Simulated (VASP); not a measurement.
VASP ran on this input.

**INCAR**
```
ALGO = Normal
EDIFF = 1E-6
EDIFFG = -0.02
ENCUT = 500
IBRION = 2
ISIF = 3
ISMEAR = 0
LASPH = .TRUE.
LCHARG = .FALSE.
LMAXMIX = 4
LMIXTAU = .TRUE.
LREAL = .FALSE.
LWAVE = .FALSE.
METAGGA = R2SCAN
NELM = 100
NSW = 40
PREC = Accurate
SIGMA = 0.05
SYSTEM = As
```

### POSCAR
```
As
1
    5.1465592534    -1.7946077075     0.5041370490
    5.1465592534     1.7946077075     0.5041370490
    4.2298391677    -0.0000000000     3.4742337773
As
2
Direct
  0.2116947533   0.2116947533   0.2116947533
  0.7883052467   0.7883052467   0.7883052467
```

**KPOINTS**
```
Automatic mesh
0
Gamma
9 9 9
0 0 0
```

POTCAR, in this order: As (PBE.64 set). Program: vasp_std.

Problem. Write an equivalent input for Ansatz.

Solution. One equivalent input (not run):
Ansatz 0.2 input:
```yaml
crystal:
  lattice:
    - [5.1465593, -1.7946077, 0.5041370]
    - [5.1465593, 1.7946077, 0.5041370]
    - [4.2298392, 0.0000000, 3.4742338]
  atoms:
    - { symbol: As, position: [0.2116948, 0.2116948, 0.2116948] }
    - { symbol: As, position: [0.7883052, 0.7883052, 0.7883052] }
kpoints:
  mp_grid: { grid: [9, 9, 9] }
hamiltonian:
  xc: r2scan
  pseudopotentials: { kind: paw }
scf:
  occupations: { method: gaussian, width: 0.05 }
  max_iter: 100
relax:
  max_steps: 40
  f_tol: 0.02
  cell: {}
output: { forces: true, stress: true, eigenvalues: true }
```
What does not carry over: each code has its own PAW files, so the cut-off isn't converted (ENCUT is set for VASP's; basis.ecutwfc is left out, and Ansatz then takes the one that its files recommend); Ansatz stops its SCF on the density residual and VASP on the energy change (EDIFF).

The compound is As in the a7 structure. It was relaxed first, which changed the volume by +31 %.
